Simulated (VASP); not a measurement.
Here is a VASP 6.6.1 calculation.

File INCAR:

```
PREC     = Normal         # precision mode
ENCUT    = 520            # plane-wave cutoff, eV
EDIFF    = 1E-4           # SCF threshold, eV
ISMEAR   = 0              # smearing method
SIGMA    = 0.15           # smearing width, eV
LREAL    = False          # projectors in reciprocal space
LASPH    = True           # aspherical terms in the spheres
NELM     = 60             # most SCF steps
ALGO     = Fast           # electronic algorithm
ISIF     = 3              # what is computed and relaxed
LWAVE    = False          # write WAVECAR
LCHARG   = False          # write CHGCAR
GGA      = PE             # functional
IBRION   = 2              # ionic algorithm
NSW      = 24             # ionic steps
EDIFFG   = -0.08          # ionic threshold
```

Contents of KPOINTS:

```
regular mesh
0
Gamma
  4 4 1
```

The input POSCAR:

```
ZnCd3Se3S
1.0
    4.2000000000      0.0000000000      0.0000000000
   -2.1000000000      3.6373067000      0.0000000000
    0.0000000000      0.0000000000     13.6000000000
Zn Cd Se S
1 3 3 1
Direct
    0.0000000000      0.0000000000      0.0000000000
    0.3333333300      0.6666666700      0.7500000000
    0.0000000000      0.0000000000      0.5000000000
    0.3333333300      0.6666666700      0.2500000000
    0.0000000000      0.0000000000      0.6875000000
    0.0000000000      0.0000000000      0.1875000000
    0.3333333300      0.6666666700      0.4375000000
    0.3333333300      0.6666666700      0.9375000000
```

Potentials or basis: VASP PAW PBE potentials, release 64 (Zn, Cd, Se, S).

Run with:

```console
$ cat potpaw_PBE.64/Zn/POTCAR potpaw_PBE.64/Cd/POTCAR potpaw_PBE.64/Se/POTCAR potpaw_PBE.64/S/POTCAR > POTCAR
$ mpirun -np 1 vasp_std > vasp.out
```

**Question.** Estimate the relaxed volume.

**Answer.** 27.52 Å³/atom.

**Question.** Predict the space group after relaxing (to 0.05 Å).

**Answer.** P3m1 (No. 156).

Final structure:
```
CELL_PARAMETERS angstrom
4.25981 0.00000 0.00000
-2.12991 3.68911 0.00000
0.00000 0.00000 14.00965
ATOMIC_POSITIONS crystal
Zn 0.00000 0.00000 0.99315
Cd 0.33333 0.66667 0.76664
Cd 0.00000 0.00000 0.50355
Cd 0.33333 0.66667 0.24128
Se 0.00000 0.00000 0.69425
Se 0.00000 0.00000 0.17012
Se 0.33333 0.66667 0.43142
S 0.33333 0.66667 0.94959
```

Caveat: the k mesh is coarse (spacing up to 0.46 Å⁻¹), so the values aren't converged.
